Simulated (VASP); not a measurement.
A convergence study with VASP on GaAs (zinc blende): one setting is varied, all else stays as given below, so the limit is that of these other settings. Each run relaxes cell and ions from the cell shown.

```
CELL_PARAMETERS angstrom
      0.00000     2.82500     2.82500
      2.82500     0.00000     2.82500
      2.82500     2.82500     0.00000
ATOMIC_POSITIONS crystal
  Ga 0.00000 0.00000 0.00000
  As 0.25000 0.25000 0.25000
```

Method: PBEsol GGA, VASP's PBE PAW potentials (set 64) (plane waves; VASP). The tightest run used: 550 eV cut-off, 12×12×12 Γ-centred mesh, Gaussian smearing of 0.050 eV, potentials Ga_d As.

```csv
setting,relaxed volume (Å³/atom),E (eV/atom),irreducible k-points
2×2×2 mesh,27.281,-3.4129,3
3×3×3 mesh,23.090,-4.2461,4
4×4×4 mesh,22.784,-4.4531,8
```

These are the cheaper rows. Estimate the results at 12×12×12 mesh, and how far the last row shown lies from them.

```json
[
 {"quantity": "relaxed volume (Å³/atom)", "tightest run": "22.710", "last row shown is off by": "0.074"},
 {"quantity": "E (eV/atom)", "tightest run": "-4.5463", "last row shown is off by": "0.0931"}
]
```

Left out are rungs that failed or repeat a setting and relaxations that didn't move; long series are thinned to 24 rows.

The compound is GaAs in the zinc blende structure.
